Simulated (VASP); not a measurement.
Input of a VASP 6.6.1 run:

File INCAR:

```
ALGO = Normal
EDIFF = 1E-6
EDIFFG = -0.02
ENCUT = 600
IBRION = 2
ISIF = 3
ISMEAR = -1
LASPH = T
LCHARG = F
LREAL = F
LWAVE = F
NELM = 80
NSW = 60
PREC = Accurate
SIGMA = 0.05
```

The input KPOINTS:

```
k-points
0
Gamma
  3 3 7
```

Contents of POSCAR:

```
Be2Al5
1.0
    6.4105600000      0.0000000000      0.0000000000
    0.0000000000      6.4105600000      0.0000000000
    0.0000000000      0.0000000000      2.6880600000
Be Al
2 5
Direct
    0.5000000000      0.0000000000      0.0000000000
    0.0000000000      0.5000000000      0.0000000000
    0.7906600000      0.7906600000      0.5000000000
    0.2093400000      0.2093400000      0.5000000000
    0.2093400000      0.7906600000      0.5000000000
    0.7906600000      0.2093400000      0.5000000000
    0.5000000000      0.5000000000      0.5000000000
```

Potentials or basis: VASP PAW LDA potentials, release 64 (Be, Al).

Command:

```bash
$ cat potpaw_LDA.64/Be/POTCAR potpaw_LDA.64/Al/POTCAR > POTCAR
$ mpirun -np 1 vasp_std > vasp.out
```

Question: Predict the relaxed volume.

Answer: 15.17 Å³/atom.

Question: Predict the relaxed cell.

Answer: a = 6.275 Å, b = 6.275 Å, c = 2.696 Å, α = 90.00°, β = 90.00°, γ = 90.00°.

Final structure:
```yaml
crystal:
  lattice:
    - [6.27544, 0.00000, 0.00000]
    - [0.00000, 6.27544, 0.00000]
    - [0.00000, 0.00000, 2.69617]
  atoms:
    - { symbol: Be, position: [0.50000, 0.00000, 0.00000] }
    - { symbol: Be, position: [0.00000, 0.50000, 0.00000] }
    - { symbol: Al, position: [0.79162, 0.79162, 0.50000] }
    - { symbol: Al, position: [0.20838, 0.20838, 0.50000] }
    - { symbol: Al, position: [0.20838, 0.79162, 0.50000] }
    - { symbol: Al, position: [0.79162, 0.20838, 0.50000] }
    - { symbol: Al, position: [0.50000, 0.50000, 0.50000] }
```
